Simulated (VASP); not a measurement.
**InPd: single point with r2SCAN**

InPd:

```xyz
2
Lattice="3.2719 0.0000 0.0000 0.0000 3.2719 0.0000 0.0000 0.0000 3.2719" Properties=species:S:1:pos:R:3 pbc="T T T"
In    0.0000    0.0000    0.0000
Pd    1.6359    1.6359    1.6359
```

The cell comes from a database or a generator and needn't be the stable form of this composition.

* Program: VASP 6.6.1
* Task: single point
* Functional: r2SCAN
* Potentials or basis: VASP PAW PBE potentials, release 64 (In_d, Pd)
* Cutoff: 520 eV
* k mesh: 14 × 14 × 14
* Occupations: gaussian, width 0.15 eV
* Spin: no spin polarisation

| Quantity | Value |
| --- | --- |
| Pressure | -0.1 GPa |
| Band gap on the k mesh | none (metal or under the smearing width) |

Levels at points of the mesh, in eV from the Fermi level:
```
           k point  band 9  band 10  band 11  band 12  band 13  band 14  band 15  band 16
(0.00, 0.00, 0.00)   -2.48    -2.48    -2.48     4.42     4.42     4.42    10.03    10.80
(0.50, 0.00, 0.00)   -3.50    -3.50    -2.55    -1.27    10.01    10.01    10.10    11.12
(0.50, 0.50, 0.00)   -2.91    -2.52    -2.52    -1.90     1.54     2.53    10.01    11.85
(0.50, 0.50, 0.50)   -1.86    -1.86     0.15     3.87     3.87     3.87     4.49     4.49
```

Wall time 54 s on 1 thread of Intel(R) Xeon(R) 6975P-C (Granite Rapids), on a shared host, peak memory 0.21 GiB.

Caveat: the PAW data sets were made with another functional, which shifts forces and pressure a little.
